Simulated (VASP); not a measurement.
All values below come from r2SCAN meta-GGA, VASP's PBE PAW potentials (set 64) (plane waves; VASP 6.6.1).

Input for VASP

### INCAR
```
SYSTEM  =  C
PREC  =  Normal; ENCUT  =  450; LREAL  =  .False.
LASPH  =  .True.
EDIFF  =  1E-5; NELM  =  100; NELMIN  =  4
ALGO  =  Normal; LMIXTAU  =  .True.
ISMEAR  =  0; SIGMA  =  0.05
METAGGA  =  R2SCAN
IBRION  =  2; NSW  =  20; ISIF  =  2
EDIFFG  =  -0.03
LWAVE  =  .False.; LCHARG  =  .False.
```

POSCAR:
```
C
1
    0.0000000000     1.7814563147     1.7814563147
    1.7814563147     0.0000000000     1.7814563147
    1.7814563147     1.7814563147     0.0000000000
C
2
Direct
  0.5000000000   0.5000000000   0.5000000000
  0.7500000000   0.7500000000   0.7500000000
```

### KPOINTS
```
Regular mesh
0
Gamma
  14 14 14
0 0 0
```

POTCAR, in this order: C (PBE.64 set). Program: vasp_std.

Question: What does the run give for the energy per atom (σ→0)?

Answer: 
- energy per atom (σ→0): -9831 meV/atom

OSZICAR:
```
...
DAV:   8    -0.194910615519E+02    0.28400E+01   -0.41610E-01  1840   0.566E+00    0.111E+00
DAV:   9    -0.196511429146E+02   -0.16008E+00   -0.26207E-02  1896   0.198E+00    0.158E-01
DAV:  10    -0.196608283768E+02   -0.96855E-02   -0.69150E-03  2152   0.944E-01    0.155E-01
DAV:  11    -0.196602473370E+02    0.58104E-03   -0.10340E-04  1704   0.113E-01    0.135E-01
DAV:  12    -0.196623349281E+02   -0.20876E-02   -0.45201E-04  1664   0.260E-01    0.221E-02
DAV:  13    -0.196623681217E+02   -0.33194E-04   -0.95564E-06  1696   0.402E-02    0.152E-02
DAV:  14    -0.196623690963E+02   -0.97463E-06   -0.77697E-07   832   0.100E-02
   1 F= -.19662369E+02 E0= -.19662369E+02  d E =-.196624E+02
```

The compound is C in the diamond structure. It was relaxed first.
